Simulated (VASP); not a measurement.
```
CELL_PARAMETERS angstrom
     -2.58581     2.58581     1.41085
      2.58581    -2.58581     1.41085
      2.58581     2.58581    -1.41085
ATOMIC_POSITIONS crystal
  Nb 0.75000 0.25000 0.50000
  Nb 0.00000 0.00000 0.00000
```

The numbers are results of PBEsol GGA, VASP's PBE PAW potentials (set 64) (plane waves; VASP), not measurements. Run with 400 eV cut-off, 13×13×13 Γ-centred mesh, first-order Methfessel-Paxton smearing of 0.10 eV, potentials Nb_sv.

Energy and stress use the plane-wave basis of the starting cell.

The ions, cell shape and volume are relaxed. Predict the relaxed structure.

```
CELL_PARAMETERS angstrom
     -2.55966     2.55966     1.40269
      2.55966    -2.55966     1.40269
      2.55966     2.55966    -1.40269
ATOMIC_POSITIONS crystal
  Nb 0.75000 0.25000 0.50000
  Nb 0.00000 0.00000 0.00000
```
Space group I4_1/amd (141), at a tolerance of 0.03 Å.

How do energy and volume change from the first to the last step?

The energy (σ→0) changes by -6.0 meV/atom and the volume by -2.6 %, in 6 ionic steps.

The structure was generated: Nb was put into the beta-Sn type (I4_1/amd), which need not be its known phase. This run relaxes it. Symmetry was kept, so distortions that lower it aren't found.
